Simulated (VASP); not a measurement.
Input for VASP

### INCAR
```
SIGMA = 0.05
ALGO = Normal
LWAVE = .False.
NELM = 100
ISMEAR = 0
SYSTEM = MgI2
EDIFF = 1E-6   ! SCF stop (eV)
LMAXMIX = 4
LCHARG = .False.
IBRION = 2   ! conjugate gradients
LREAL = .False.   ! projection in real space or not
NSW = 40   ! most ionic steps
ISIF = 3
PREC = Accurate
LASPH = .True.
EDIFFG = -0.02   ! ionic stop
ENCUT = 500   ! plane-wave cut-off (eV)
```

KPOINTS:
```
kpoints
0
gamma
 6 6 4
```

POSCAR:
```
MgI2
1
    2.0372276561    -3.5285814045    -0.0000000000
    2.0372276561     3.5285814045     0.0000000000
    0.0000000000     0.0000000000     6.6830888505
Mg I
1 2
Direct
  1.0000000000   1.0000000000   0.0000000000
  0.3333330000   0.6666670000   0.2474741560
  0.6666670000   0.3333330000   0.7525258440
```

POTCAR, in this order: Mg I (LDA.64 set). Program: vasp_std.

Write an equivalent input for Ansatz.

One equivalent input (not run):
Ansatz 0.2 input:
```yaml
crystal:
  lattice:
    - [2.0372277, -3.5285814, 0.0000000]
    - [2.0372277, 3.5285814, 0.0000000]
    - [0.0000000, 0.0000000, 6.6830889]
  atoms:
    - { symbol: Mg, position: [1.0000000, 1.0000000, 0.0000000] }
    - { symbol: I, position: [0.3333330, 0.6666670, 0.2474742] }
    - { symbol: I, position: [0.6666670, 0.3333330, 0.7525258] }
kpoints:
  mp_grid: { grid: [6, 6, 4] }
hamiltonian:
  xc: lda
  pseudopotentials: { kind: paw }
scf:
  occupations: { method: gaussian, width: 0.05 }
  max_iter: 100
relax:
  max_steps: 40
  f_tol: 0.02
  cell: {}
output: { forces: true, stress: true, eigenvalues: true }
```
The two are equivalent in intent, not identical: each code has its own PAW files, so the cut-off isn't converted (ENCUT is set for VASP's; basis.ecutwfc is left out, and Ansatz then takes the one that its files recommend); Ansatz stops its SCF on the density residual and VASP on the energy change (EDIFF); Ansatz's lda is the Perdew-Wang form, while the LDA potentials of VASP carry Perdew-Zunger's.

The compound is MgI2 in the 1T layered structure. It was relaxed first, which changed the volume by -6 %.
